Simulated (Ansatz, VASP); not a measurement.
**B3P3H4 (armchair BP ribbon N=3 H edges) in two plane-wave programs**

Aim: how closely do two programs agree when they are given the same cell, functional and k mesh? The cell is taken from a series of runs on this material, whose earlier steps may have relaxed, scaled, displaced or heated it; both programs get it as it stands.

Method: plane waves, with VASP 6.6.1 beside it; PBE, in Ansatz 0.2.0.

## Step 1: The structure

The cell holds 10 atoms: 3 B, 3 P and 4 H. Cell: a = 12.612 Å, b = 7.000 Å, c = 5.629 Å, α = 90.0°, β = 90.0°, γ = 90.0°. Vacuum lies along a and b. The structure's axis is c.

As a file:

```cif
data_structure
_symmetry_space_group_name_H-M 'P 1'
_symmetry_Int_Tables_number 1
_cell_length_a 12.6120
_cell_length_b 7.0000
_cell_length_c 5.6285
_cell_angle_alpha 90.000
_cell_angle_beta 90.000
_cell_angle_gamma 90.000
_cell_volume 496.91
loop_
_atom_site_label
_atom_site_type_symbol
_atom_site_fract_x
_atom_site_fract_y
_atom_site_fract_z
_atom_site_occupancy
B1 B 0.37291 0.50000 0.00208 1
B2 B 0.62709 0.50000 0.00208 1
B3 B 0.50000 0.50000 0.50565 1
P4 P 0.37818 0.50000 0.32557 1
P5 P 0.62182 0.50000 0.32557 1
P6 P 0.50000 0.50000 0.83946 1
H7 H 0.28146 0.50000 0.45122 1
H8 H 0.71854 0.50000 0.45122 1
H9 H 0.28916 0.50000 0.90252 1
H10 H 0.71084 0.50000 0.90252 1
```

## Step 2: Ansatz: single point, PBE

Ansatz runs on its default PAW (the set named soft_2) files.

With cell and atoms fixed, the geometry can't cause a difference; cores, projectors, grids and the points listed under the comparison can.

Input file input.yaml:

```yaml
crystal:
  lattice:
    - [12.612, 0.0, 0.0]
    - [0.0, 7.0, 0.0]
    - [0.0, 0.0, 5.6285223149]
  atoms:
    - { symbol: B, position: [0.372911681, 0.5, 0.002079164] }
    - { symbol: B, position: [0.627088319, 0.5, 0.002079164] }
    - { symbol: P, position: [0.378175616, 0.5, 0.32557481] }
    - { symbol: P, position: [0.621824384, 0.5, 0.32557481] }
    - { symbol: H, position: [0.281455133, 0.5, 0.451218403] }
    - { symbol: H, position: [0.718544867, 0.5, 0.451218403] }
    - { symbol: B, position: [0.5, 0.5, 0.505647872] }
    - { symbol: P, position: [0.5, 0.5, 0.839457499] }
    - { symbol: H, position: [0.289161723, 0.5, 0.902517589] }
    - { symbol: H, position: [0.710838277, 0.5, 0.902517589] }
kpoints:
  mp_grid: { grid: [1, 1, 15] }
  band_path: { path: ["Γ", Z], npoints: 90 }
scf:
  occupations: { method: fermi_dirac, width: 0.05 }
hamiltonian:
  xc: pbe
output:
  dos: { e_range: [-5, 4] }
  write_potential: true
  write_density: true
  volumetric_format: npy
```

Launch:

```sh
$ ansatz run input.yaml --threads 4 --pin off --max-ram 16384MiB --backend cpu --events-out ev --progress --plain --runs-dir out
```

Numbers of over 12 decimals in the logs are rounded to 6 here.

Output:

```text
Engine: ansatz 0.2.0, aarch64-unknown-linux-gnu
Pseudopotentials: kind: paw
Pseudopotential: B, paw, valence charge 3, recommended cutoff 420 eV (normal), B.paw.azcp
Pseudopotential: P, paw, valence charge 5, recommended cutoff 420 eV (normal), P.paw.azcp
Pseudopotential: H, paw, valence charge 1, recommended cutoff 420 eV (normal), H.paw.azcp
Functional definition: PBE
  parameter kappa = 0.804
  parameter beta = 0.066725
  exchange = pbe_x(kappa = kappa, mu = beta*pi^2/3)
  correlation = pbe_c(beta = beta)
Crystal: 10 atoms, lattice volume = 496.908 Å³
Basis set: ecut = 420 eV, 9683 PW (Γ)
Bands: 24, of which v1, the nominal top of the filled ones, is band 14 counted from 1 (13 counted from 0)
Symmetry: 4 space group operations
Space group: Pmm2 (ITA 25), of the structure as read, at distance tolerance 7.9e-5 Å
k-points: 8 of 15 (time reversal used)
Non-local potential: B, projectors of the file, l = 0: 2, l = 1: 2, l = 2: 1
Non-local potential: P, projectors of the file, l = 0: 2, l = 1: 2, l = 2: 2
Non-local potential: H, projectors of the file, l = 0: 2, l = 1: 1
PAW form: soft (Blöchl's): semilocal exchange-correlation on the pseudo side does not see the compensation charge
PAW one-centre angular grid: B, 110 points (default); XC on 64 Gauss nodes
PAW one-centre angular grid: P, 110 points (default); XC on 64 Gauss nodes
PAW one-centre angular grid: H, 110 points (default); XC on 64 Gauss nodes
Initial density: superposition of atomic densities (neutral atoms: chi_scale 0, normalization atom), corrected by the library's trained network
Initial wavefunctions: pseudopotential atomic-orbital guess
Functional: x = pbe(κ = 0.804, μ = 0.219515), c = pbe(β = 0.066725)
SCF iter   1: F=—  HF=-2797.739051 eV  |F-HF|=—  |Δ(HF+E_count)|=         —  Δρ=1.35e-3  dr2=1.96e-2  ethr=1.77e-3  ⟨swp⟩=10.0  Hψ=1463  notcnv=0  defer=6
preconditioner: auto → Resta (q_TF=auto, 1.689 Å⁻¹)  ε∞=1.8  [insulator: Δε(μ)=1.470 eV  Ē_g=9.972 eV  σ=0.050 eV  W_gap=1.00  n_scr=38 (ndim 8)  ℏωp=8.8 eV  f_vac=0.630  D(μ)=0.00/eV (n_scr^D=0)  ε∞_Penn≈1.8  vacuum switching on, ρ_ref=7.2e-3 e/Å³]
SCF iter   2: F=—  HF=-2797.749821 eV  |F-HF|=—  |Δ(HF+E_count)|=   1.08e-2  Δρ=6.76e-4  dr2=3.72e-3  ethr=7.01e-5  ⟨swp⟩=3.2  Hψ=397  notcnv=0  defer=32
SCF iter   3: F=—  HF=-2797.754000 eV  |F-HF|=—  |Δ(HF+E_count)|=   4.18e-3  Δρ=2.64e-4  dr2=7.72e-4  ethr=1.33e-5  ⟨swp⟩=3.0  Hψ=302  notcnv=0  defer=32
SCF iter   4: F=—  HF=-2797.754644 eV  |F-HF|=—  |Δ(HF+E_count)|=   6.44e-4  Δρ=7.97e-5  dr2=6.40e-5  ethr=2.76e-6  ⟨swp⟩=3.0  Hψ=304  notcnv=0  defer=32
SCF iter   5: F=—  HF=-2797.754621 eV  |F-HF|=—  |Δ(HF+E_count)|=   2.31e-5  Δρ=3.05e-5  dr2=7.34e-6  ethr=2.29e-7  ⟨swp⟩=2.0  Hψ=276  notcnv=0  defer=32
SCF iter   6: F=—  HF=-2797.754625 eV  |F-HF|=—  |Δ(HF+E_count)|=   4.55e-6  Δρ=9.48e-6  dr2=4.68e-7  ethr=2.62e-8  ⟨swp⟩=2.9  Hψ=302  notcnv=0  defer=32
SCF iter   7: F=-2797.754627 eV  HF=-2797.754627 eV  |F-HF|=2.14e-7  |Δ(HF+E_count)|=   1.69e-6  Δρ=2.68e-6  dr2=2.36e-8  ethr=3.57e-10  ⟨swp⟩=14.8  Hψ=1108  notcnv=0
SCF 1 converged in 7 iterations: F = -2797.754627 eV  dr2 = 2.36e-8
  greatest PAW one-centre occupation: 0.775 electrons in one spin orbital (limit 2), on the P atom at site 7 (counted from 0), in its partial waves of l = 0
NSCF: frozen V_eff on 91 k-points
WARN: The output density's exchange-correlation potential varies sharply where the density is thin. Do not read a vacuum level from v_tot or v_xc, or from such a field of the output density. On a cell that repeats whose density bears no net charge and no dipole along the vacuum's axis use v_es (v_loc + v_h of the components); under efield.dipole_correction with no amplitude use v_es + v_field, which holds any externa [...]
SCF converged after 7 iterations
Free energy (F): -2797.754627 eV
Harris-Foulkes:  -2797.754627 eV  (|F-HF|=2.14e-7)
Internal energy: -2797.754627 eV  (E = F + TS)
E sigma→0 (E₀):  -2797.754627 eV
Entropy (-TS):   -0.000000 eV (-0.000 meV/atom)
Fermi energy:    -2.230392 eV
--- Per-component energies (eV) ---
  E_band       = -239.020406
  E_kinetic    = 407.637424
  E_local      = -2612.024948  (includes V_loc(G=0)·N_el)
  E_nonlocal   = 144.876374
  E_hartree    = 1095.997582
  E_xc         = -313.368156
  E_vxc        = -337.759220  (∫ρ·V_xc dr)
  E_paw        = -1946.530891  (= ΣΔE_a)
  E_vpaw       = -33.741764  (= ΣTr[D̂ρ^β])
  E_aug_tail   = -0.005048  (compensation charges beyond the density's cutoff)
  E_ewald      = 425.663036
  E_smearing   = -0.000000  (= −TS)
  E_closure    = -0.000000  (closes the sum)
  Σ components = -2797.754627   (vs F -2797.754627, Δ=0.00e0)
--- Band table (eV; the first three rows and the last of 8) ---
  k-point 0: bands = [... 10 lower, -5.4126, -5.3984, -3.9450, -2.9597, -1.5027, 0.0036, 0.6770, 1.1008, ... 6 higher]
  k-point 1: bands = [... 10 lower, -5.4342, -5.4100, -3.9390, -3.0718, -1.3806, -0.0289, 0.6750, 1.1142, ... 6 higher]
  k-point 2: bands = [... 10 lower, -5.4960, -5.4538, -3.9219, -3.3333, -1.0893, -0.1183, 0.6603, 1.1543, ... 6 higher]
  k-point 7: bands = [... 10 lower, -6.0254, -5.2140, -4.7926, -3.7955, -0.6488, 0.5934, 0.7063, 0.9651, ... 6 higher]
```

## Step 3: VASP: single point, PBE

The same cell, functional, mesh and smearing now go to VASP, with its own data sets.

Lines of VASP's logs that name or quote its potential files are left out, and so is its time.

Input file INCAR:

```
SYSTEM = B3P3H4
PREC = Accurate
ENCUT = 420
EDIFF = 1E-06
NELM = 120
ISMEAR = -1
SIGMA = 0.05
LREAL = .FALSE.
ALGO = Normal
GGA = PE
NBANDS = 24
LORBIT = 11
LWAVE = .FALSE.
LCHARG = .FALSE.
ISIF = 2
LASPH = .TRUE.
GGA_COMPAT = .FALSE.
EFERMI = MIDGAP
KPAR = 2
```

Input file POSCAR:

```
B3P3H4
1.0
   12.6120000000      0.0000000000      0.0000000000
    0.0000000000      7.0000000000      0.0000000000
    0.0000000000      0.0000000000      5.6285223149
B P H
3 3 4
Direct
    0.3729116810      0.5000000000      0.0020791640
    0.6270883190      0.5000000000      0.0020791640
    0.5000000000      0.5000000000      0.5056478720
    0.3781756160      0.5000000000      0.3255748100
    0.6218243840      0.5000000000      0.3255748100
    0.5000000000      0.5000000000      0.8394574990
    0.2814551330      0.5000000000      0.4512184030
    0.7185448670      0.5000000000      0.4512184030
    0.2891617230      0.5000000000      0.9025175890
    0.7108382770      0.5000000000      0.9025175890
```

Input file KPOINTS:

```
Automatic mesh
0
Gamma
1 1 15
0 0 0
```

Potentials, in the order of the species: B, P and H (PBE family, release 64).

Launch:

```sh
$ mpirun -np 2 vasp_std
```

Output:

```text
[banner, memory and clock lines left out]
running    2 mpi-ranks, on    1 nodes
 distrk:  each k-point on    1 cores,    2 groups
 distr:  one band on    1 cores,    1 groups

 POSCAR found type information on POSCAR B P H
 POSCAR found :  3 types and      10 ions
 LDA part: xc-table for (Slater+PW92), standard interpolation
 POSCAR, INCAR and KPOINTS ok, starting setup
 FFT: planning ... GRIDC
 FFT: planning ... GRID_SOFT
 FFT: planning ... GRID
 WAVECAR not read
 entering main loop
       N       E                     dE             d eps       ncg     rms          rms(c)
DAV:   1     0.149096293483E+03    0.14910E+03   -0.78377E+03   384   0.680E+02
DAV:   2    -0.297916218212E+02   -0.17889E+03   -0.17152E+03   552   0.149E+02
DAV:   3    -0.529034230142E+02   -0.23112E+02   -0.22989E+02   488   0.616E+01
DAV:   4    -0.534824787155E+02   -0.57906E+00   -0.57761E+00   544   0.116E+01
DAV:   5    -0.534957664403E+02   -0.13288E-01   -0.13285E-01   592   0.162E+00    0.138E+01
DAV:   6    -0.501939911107E+02    0.33018E+01   -0.81466E+00   504   0.106E+01    0.787E+00
DAV:   7    -0.493984845814E+02    0.79551E+00   -0.17390E+00   520   0.560E+00    0.263E+00
DAV:   8    -0.492739800470E+02    0.12450E+00   -0.26537E-01   528   0.198E+00    0.656E-01
DAV:   9    -0.492618642904E+02    0.12116E-01   -0.13209E-02   592   0.494E-01    0.265E-01
DAV:  10    -0.492580703239E+02    0.37940E-02   -0.23537E-03   520   0.240E-01    0.143E-01
DAV:  11    -0.492583809587E+02   -0.31063E-03   -0.10963E-03   528   0.161E-01    0.939E-02
DAV:  12    -0.492592640265E+02   -0.88307E-03   -0.43875E-03   416   0.252E-01    0.567E-02
DAV:  13    -0.492607913625E+02   -0.15273E-02   -0.19238E-04   560   0.716E-02    0.337E-02
DAV:  14    -0.492637627388E+02   -0.29714E-02   -0.26468E-04   464   0.737E-02    0.393E-02
DAV:  15    -0.492642357866E+02   -0.47305E-03   -0.35820E-05   544   0.273E-02    0.144E-02
DAV:  16    -0.492647112735E+02   -0.47549E-03   -0.48949E-05   440   0.308E-02    0.751E-03
DAV:  17    -0.492648810339E+02   -0.16976E-03   -0.24253E-05   480   0.204E-02    0.451E-03
DAV:  18    -0.492649218201E+02   -0.40786E-04   -0.51999E-06   456   0.891E-03    0.236E-03
DAV:  19    -0.492649272407E+02   -0.54206E-05   -0.31816E-07   432   0.237E-03    0.132E-03
DAV:  20    -0.492649334813E+02   -0.62407E-05   -0.62661E-07   384   0.270E-03    0.640E-04
DAV:  21    -0.492649346266E+02   -0.11452E-05   -0.65871E-08   336   0.949E-04    0.376E-04
DAV:  22    -0.492649357376E+02   -0.11110E-05   -0.82612E-08   304   0.913E-04    0.679E-05
DAV:  23    -0.492649359070E+02   -0.16945E-06   -0.13705E-08   344   0.397E-04
   1 F= -.49264936E+02 E0= -.49264936E+02  d E =-.111123E-06
```

From OUTCAR (step 3):

```text
ion  position               nearest neighbor table
   1  0.373  0.500  0.002-   9 1.20   4 1.82   6 1.85
   2  0.627  0.500  0.002-  10 1.20   5 1.82   6 1.85
   3  0.500  0.500  0.506-   4 1.84   5 1.84   6 1.88
   4  0.378  0.500  0.326-   7 1.41   1 1.82   3 1.84
   5  0.622  0.500  0.326-   8 1.41   2 1.82   3 1.84
   6  0.500  0.500  0.839-   1 1.85   2 1.85   3 1.88
   7  0.281  0.500  0.451-   4 1.41
   8  0.719  0.500  0.451-   5 1.41
   9  0.289  0.500  0.903-   1 1.20
  10  0.711  0.500  0.903-   2 1.20

  LATTYP: Found a simple orthorhombic cell.
 ALAT       =     5.6285223149
 B/A-ratio  =     1.2436656743
 C/A-ratio  =     2.2407302120

 Subroutine GETGRP returns: Found  4 space group operations
 (whereof  4 operations were pure point group operations)

The static configuration has the point symmetry C_2v.

 Found      8 irreducible k-points:

   k-points           NKPTS =      8   k-points in BZ     NKDIM =      8   number of bands    NBANDS=     24

   dimension x,y,z NGX =    84 NGY =   48 NGZ =   40
   dimension x,y,z NGXF=   168 NGYF=   96 NGZF=   80

   ENCUT  =  420.0 eV  30.87 Ry    5.56 a.u.  21.07 11.70  9.41*2*pi/ulx,y,z

   NELECT =      28.0000    total number of electrons

 k-points in reciprocal lattice and weights: Automatic mesh
   0.00000000  0.00000000  0.00000000       0.067
   0.00000000  0.00000000  0.06666667       0.133
   0.00000000  0.00000000  0.13333333       0.133
   0.00000000  0.00000000  0.20000000       0.133
   0.00000000  0.00000000  0.26666667       0.133
   0.00000000  0.00000000  0.33333333       0.133
   0.00000000  0.00000000  0.40000000       0.133
   0.00000000  0.00000000  0.46666667       0.133

 average (electrostatic) potential at core
       1 -35.0334       2 -35.0334       3 -35.4946       4 -91.3535       5 -91.3535
       6 -91.1161       7 -40.9073       8 -40.9073       9 -39.2201      10 -39.2201

 E-fermi :  -2.5138

 k-point     1 :       0.0000    0.0000    0.0000
  band No.  band energies     occupation
    ...
     10      -6.2526      2.00000
     11      -5.6840      2.00000
     12      -5.6686      2.00000
     13      -4.2302      2.00000
     14      -3.2471      2.00000
     15      -1.7822      0.00000
     16      -0.2774      0.00000
     17       0.4037      0.00000
     18       0.8232      0.00000
     19       1.3728      0.00000
    ...

 k-point     2 :       0.0000    0.0000    0.0667
  band No.  band energies     occupation
    ...
     10      -6.2356      2.00000
     11      -5.7056      2.00000
     12      -5.6802      2.00000
     13      -4.2243      2.00000
     14      -3.3587      2.00000
     15      -1.6605      0.00000
     16      -0.3099      0.00000
     17       0.4019      0.00000
     18       0.8366      0.00000
     19       1.4106      0.00000
    ...

 k-point     3 :       0.0000    0.0000    0.1333
  band No.  band energies     occupation
    ...
     10      -6.1848      2.00000
     11      -5.7674      2.00000
     12      -5.7239      2.00000
     13      -4.2072      2.00000
     14      -3.6194      2.00000
     15      -1.3699      0.00000
     16      -0.3992      0.00000
     17       0.3877      0.00000
     18       0.8766      0.00000
     19       1.4562      0.00000
    ...

  Total       -0.2913082      0.4729185     -0.2786341      0.0000000      0.0000000      0.0000000
  in kB       -0.9392622      1.5248268     -0.8983974      0.0000000      0.0000000      0.0000000
  external PRESSURE =      -0.1042776 kB  Pullay stress =       0.0000000 kB

  energy-cutoff  :      420.00
  volume of cell :      496.91
      direct lattice vectors                 reciprocal lattice vectors
    12.612000000  0.000000000  0.000000000     0.079289565  0.000000000  0.000000000
     0.000000000  7.000000000  0.000000000     0.000000000  0.142857143  0.000000000
     0.000000000  0.000000000  5.628522315     0.000000000  0.000000000  0.177666525

 POSITION                                       TOTAL-FORCE (eV/Angst)
 -----------------------------------------------------------------------------------
      4.70316      3.50000      0.01170         0.028965      0.000000     -0.000022
      7.90884      3.50000      0.01170        -0.028965      0.000000     -0.000022
      6.30600      3.50000      2.84605         0.000000      0.000000      0.000494
      4.76955      3.50000      1.83251        -0.014168      0.000000      0.018053
      7.84245      3.50000      1.83251         0.014168     -0.000000      0.018053
      6.30600      3.50000      4.72491         0.000000      0.000000     -0.001318
      3.54971      3.50000      2.53969         0.023996      0.000000     -0.015370
      9.06229      3.50000      2.53969        -0.023996      0.000000     -0.015370
      3.64691      3.50000      5.07984        -0.014222      0.000000     -0.002248
      8.96509      3.50000      5.07984         0.014222     -0.000000     -0.002248
 -----------------------------------------------------------------------------------
    total drift:                                0.000000     -0.000000     -0.000685

  FREE ENERGIE OF THE ION-ELECTRON SYSTEM (eV)
  ---------------------------------------------------
  free  energy   TOTEN  =       -49.2649359070 eV

  energy  without entropy=      -49.2649357959  energy(sigma->0) =      -49.26493585

 total charge
# of ion       s       p       d       tot
------------------------------------------
    1        0.714   1.250   0.000   1.965
    2        0.714   1.250   0.000   1.965
    3        0.698   1.242   0.000   1.940
    4        0.987   1.638   0.000   2.625
    5        0.987   1.638   0.000   2.625
    6        0.988   1.631   0.000   2.619
    7        0.565   0.024   0.000   0.589
    8        0.565   0.024   0.000   0.589
    9        0.607   0.021   0.000   0.627
   10        0.607   0.021   0.000   0.627
--------------------------------------------------
tot          7.432   8.739   0.000  16.171

[... 3 further parts left out ...]
```

## Step 4: Comparison

The two programs side by side:

```tsv
quantity	Ansatz	VASP	difference
gap on the k mesh (eV)	1.457	1.465	-0.008
```

A gap on the mesh is an upper bound, since the band edges may lie between its points.

## Step 5: What came out

```json
{"difference in gap on the k mesh (single point, PBE)": "-0.0079 eV"}
```

**Reading.** The difference in gap on the k mesh is -0.0079 eV (single point, PBE), within the 0.08 eV picked in this series as the mark of a large difference. VASP runs on this material, other cells and data sets included, that failed, so that no pair exists: relaxation of the atoms, PBE (timeout). How closely two codes agree says nothing of how well the functional describes the real material.

[Lines on the potential files, build, host, timing and source positions are cut from VASP's logs without a mark.]

[Logs are printed without paths, hosts, clocks, repeated set-up lines and the standing remarks that a program may print on its own settings, such as how far it seeks lower states.]

[Hosts, paths, dates, database ids (printed as entryN), source tags and the programs' standing remarks are cut or masked in the printed files.]
